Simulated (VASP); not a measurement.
A convergence study with VASP on Tm (hcp): one setting is varied, all else stays as given below, so the limit is that of these other settings.

```
Tm
1.0
    1.77000    -3.06573     0.00000
    1.77000     3.06573     0.00000
    0.00000     0.00000     5.55000
Tm
2
Direct
  0.33333   0.66667   0.25000
  0.66667   0.33333   0.75000
```

Calculation: PBE GGA, VASP's PBE PAW potentials (set 64) (plane waves; VASP). The tightest run used: 550 eV cut-off, 21×21×13 Γ-centred mesh, first-order Methfessel-Paxton smearing of 0.10 eV, potentials Tm_3.

The 4f electrons are frozen in the core of the lanthanide potential, so 4f levels, which can set the real gap, and their magnetism are missing.

| setting | E (eV/atom) | pressure (GPa) | irreducible k-points |
|---|---|---|---|
| 1×1×1 mesh | -6.1709 | 17.59 | 1 |
| 2×2×1 mesh | -5.1002 | -9.57 | 2 |
| 3×3×2 mesh | -4.4063 | -0.07 | 6 |
| 4×4×2 mesh | -4.4415 | 1.55 | 8 |
| 5×5×3 mesh | -4.4476 | 0.56 | 10 |
| 6×6×4 mesh | -4.4854 | 0.57 | 21 |
| 7×7×4 mesh | -4.4818 | 0.46 | 24 |
| 8×8×5 mesh | -4.4677 | 0.49 | 30 |
| 9×9×6 mesh | -4.4779 | 0.40 | 48 |
| 10×10×6 mesh | -4.4794 | 0.25 | 56 |

**Question.** These are the cheaper rows. Estimate the results at 21×21×13 mesh, and how far the last row shown lies from them.

**Answer.** 
```json
[
 {"quantity": "E (eV/atom)", "tightest run": "-4.4761", "last row shown is off by": "-0.0033"},
 {"quantity": "pressure (GPa)", "tightest run": "0.37", "last row shown is off by": "-0.12"}
]
```

Left out are rungs that failed or repeat a setting and relaxations that didn't move; long series are thinned to 24 rows.

The compound is Tm in the hcp structure. The cell was not relaxed at this level.
